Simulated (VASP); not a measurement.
A VASP calculation is set up with these files.

**POSCAR**
```
SnO2
1
    4.7701778429     0.0000000000     0.0000000000
    0.0000000000     4.7701778429     0.0000000000
    0.0000000000     0.0000000000     3.2197953572
Sn O
2 4
Direct
  0.0000000000   0.0000000000   0.0000000000
  0.5000000000   0.5000000000   0.5000000000
  0.3063833544   0.3063833544   0.0000000000
  0.8063833544   0.1936166456   0.5000000000
  0.1936166456   0.8063833544   0.5000000000
  0.6936166456   0.6936166456   0.0000000000
```

File KPOINTS:
```
Automatic mesh
0
Gamma
4 4 6
0 0 0
```

### INCAR
```
SYSTEM = SnO2
PREC = Accurate; ENCUT = 520; LREAL = .FALSE.
LASPH = .TRUE.
EDIFF = 1E-6; NELM = 100; ALGO = Normal
LMAXMIX = 4
ISMEAR = 0; SIGMA = 0.05
GGA = MK; LUSE_VDW = .TRUE.; AGGAC = 0.0
PARAM1 = 0.1234; PARAM2 = 1.0
IBRION = 2; NSW = 60; ISIF = 3
EDIFFG = -0.02
LWAVE = .FALSE.; LCHARG = .FALSE.
```

POTCAR, in this order: Sn_d O (PBE.64 set). Program: vasp_std.

Question: Write an equivalent input for Quantum ESPRESSO's pw.x.

Answer: One equivalent input (not run):
```
&CONTROL
  calculation = 'vc-relax'
  pseudo_dir = './pseudo'
  outdir = './out'
  tprnfor = .true.
  tstress = .true.
  nstep = 60
  forc_conv_thr = 0.00078
/
&SYSTEM
  ibrav = 0
  nat = 6
  ntyp = 2
  ecutwfc = 84
  occupations = 'smearing'
  smearing = 'gaussian'
  degauss = 0.003675
  input_dft = 'vdw-df-ob86'
/
&ELECTRONS
  conv_thr = 7.3e-08
  electron_maxstep = 100
/
&IONS
/
&CELL
/
ATOMIC_SPECIES
  Sn 118.710 Sn.upf
  O 15.999 O.upf
CELL_PARAMETERS angstrom
     4.7701778    0.0000000    0.0000000
     0.0000000    4.7701778    0.0000000
     0.0000000    0.0000000    3.2197954
ATOMIC_POSITIONS crystal
  Sn   0.0000000  0.0000000  0.0000000
  Sn   0.5000000  0.5000000  0.5000000
  O    0.3063834  0.3063834  0.0000000
  O    0.8063834  0.1936166  0.5000000
  O    0.1936166  0.8063834  0.5000000
  O    0.6936166  0.6936166  0.0000000
K_POINTS automatic
  4 4 6 0 0 0
```
What does not carry over: the potentials are each code's own (VASP's PAW set, PseudoDojo norm-conserving files in pw.x), so ENCUT and ecutwfc are chosen apart and not converted; conv_thr bounds pw.x's estimated SCF error, while EDIFF bounds the energy change between steps; forc_conv_thr acts on force components and is met together with etot_conv_thr.

The compound is SnO2 in the rutile structure. This run relaxes it. Symmetry was kept, so distortions that lower it aren't found. The start is the result of an earlier pass.
